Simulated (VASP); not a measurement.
Level of theory: LDA (Ceperley-Alder, Perdew-Zunger), VASP's LDA PAW potentials (set 64) (plane waves; VASP).

VASP input:

### KPOINTS
```
Automatic mesh
0
Gamma
12 12 10
0 0 0
```

### INCAR
```
ISMEAR = 1   # Methfessel-Paxton
SYSTEM = TiB2
NELM = 100   # most electronic steps
EDIFFG = -0.02   # ionic stop
LCHARG = .False.
LWAVE = .False.
LREAL = .False.
SIGMA = 0.1   # width (eV)
IBRION = 2   # conjugate gradients
LASPH = .True.   # aspherical one-centre terms
EDIFF = 1E-6   # SCF stop (eV)
ENCUT = 620
PREC = Accurate
NSW = 40   # most ionic steps
LMAXMIX = 4
ISIF = 3   # ions, shape and volume
ALGO = Normal   # blocked Davidson
```

POSCAR:
```
TiB2
1
    1.4979666555    -2.5945543809     0.0000000000
    1.4979666555     2.5945543809     0.0000000000
    0.0000000000     0.0000000000     3.1632563632
Ti B
1 2
Direct
  0.0000000000   0.0000000000   0.0000000000
  0.3333330000   0.6666670000   0.5000000000
  0.6666670000   0.3333330000   0.5000000000
```

POTCAR, in this order: Ti_sv B (LDA.64 set). Program: vasp_std.

Q: What does the run give for the energy per atom (σ→0), band gap (on the k-mesh)?

A: 
| Quantity | Result |
|---|---|
| energy per atom (σ→0) | -865.9 kJ/mol of atoms |
| band gap (on the k-mesh) | none (metal, semimetal or under 0.01 eV) |

OSZICAR:
```
...
DAV:   8    -0.269284512924E+02   -0.34998E-02   -0.15528E-01  4351   0.356E+00    0.748E-01
DAV:   9    -0.269238483605E+02    0.46029E-02   -0.60512E-02  3976   0.344E+00    0.299E-01
DAV:  10    -0.269230853657E+02    0.76299E-03   -0.59097E-03  3756   0.109E+00    0.733E-02
DAV:  11    -0.269230621370E+02    0.23229E-04   -0.23583E-04  4154   0.189E-01    0.587E-02
DAV:  12    -0.269230435062E+02    0.18631E-04   -0.12577E-04  3839   0.150E-01    0.116E-02
DAV:  13    -0.269230422212E+02    0.12851E-05   -0.15579E-05  3796   0.543E-02    0.358E-03
DAV:  14    -0.269230420741E+02    0.14710E-06   -0.43172E-07  1667   0.937E-03
   1 F= -.26923042E+02 E0= -.26922795E+02  d E =-.269230E+02
```

The compound is TiB2 in the AlB2 type structure. It was relaxed first.
